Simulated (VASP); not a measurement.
Set up this calculation in VASP 6.6.1, as the native input.

```yaml
Task: single point
Functional: PBE
Potentials_or_basis: VASP PAW PBE potentials, release 64 (Be, Tl_d)
Cutoff: 520 eV
k_mesh: 8 × 8 × 8
Occupations: fermi-dirac, width 0.05 eV
Spin: no spin polarisation
Further_INCAR_settings: ALGO = Normal; EDIFF = 1e-07; NBANDS = 14
```

The structure of BeTl lies in POSCAR:

```
BeTl
1.0
    3.3816000000      0.0000000000      0.0000000000
    0.0000000000      3.3816000000      0.0000000000
    0.0000000000      0.0000000000      3.3816000000
Be Tl
1 1
Direct
    0.5003230000      0.4980670000      0.4924320000
    0.0024550000      0.0043780000     -0.0035080000
```

The cell was built by a generator and needn't be a form met in nature.

The cell isn't the ideal one: atoms moved at random, drawn with an rms of 0.05 Å.

The input as run:

INCAR

```
  PREC = Accurate
  ENCUT = 520
  EDIFF = 1E-7
  ISMEAR = -1
  SIGMA = 0.05
  LREAL = F
  LASPH = T
  NELM = 80
  ALGO = Normal
  ISIF = 2
  LWAVE = F
  LCHARG = F
  GGA = PE
  NBANDS = 14
```

KPOINTS

```
Automatic mesh
0
Gamma
  8 8 8
```

Potentials or basis: VASP PAW PBE potentials, release 64 (Be, Tl_d).

Run with:

```console
$ cat potpaw_PBE.64/Be/POTCAR potpaw_PBE.64/Tl_d/POTCAR > POTCAR
$ mpirun -np 1 vasp_std > vasp.out
```

Results of the run:

```yaml
Pressure: -0.5 GPa
Largest_force: 0.018 eV/Å
Band_gap_on_the_k_mesh: none (metal or under the smearing width)
```

Wall time 54 s on 1 thread of Intel(R) Xeon(R) Platinum 8488C (Sapphire Rapids) (shared host), peak memory 0.26 GiB.
